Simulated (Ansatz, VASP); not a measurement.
# One calculation of WI, two programs

```
CELL_PARAMETERS angstrom
1.63150 0.94194 4.34199
-1.63150 0.94194 4.34199
0.00000 -1.88389 4.34199
ATOMIC_POSITIONS crystal
W 0.00000 0.00000 0.00000
I 0.50000 0.50000 0.50000
```

Alike in both runs: functional PBE; k mesh 6 × 6 × 6; occupations gaussian, width 0.1 eV; no spin polarisation.

Ansatz relaxed the structure, and its values are those at the end. VASP's run is a single point on that final structure, the one shown.

|  | VASP | Ansatz |
| --- | --- | --- |
| version | VASP 6.6.1 | Ansatz 0.2.0 |
| potentials or method | VASP PAW PBE potentials, release 64 (W_sv, I) | scalar-relativistic, plane waves, PAW |
| plane-wave cutoff (eV) | 520 | 420 |
| valence electrons in the cell | 21 | 31 |

VASP gave:

```
gap on the k mesh at the Fermi level (eV) : none
pressure (GPa)                            : 0.0
```

**Question.** What did Ansatz give for the same quantities?

**Answer.** gap on the k mesh at the Fermi level (eV): none; pressure (GPa): 0.1.

A gap of «none» marks a metal or a gap that the smearing closes. With one functional, cell and mesh, what is left measures potentials, basis and numerics. The two sets of potentials don't hold the same shells in valence.

Caveats: the k mesh is coarse (spacing up to 0.38 Å⁻¹), so the values aren't converged; an odd number of electrons without spin polarisation forces a metal; a magnetic or distorted state may lie lower. The runs have no spin-orbit coupling, so splittings on I, W are missing.
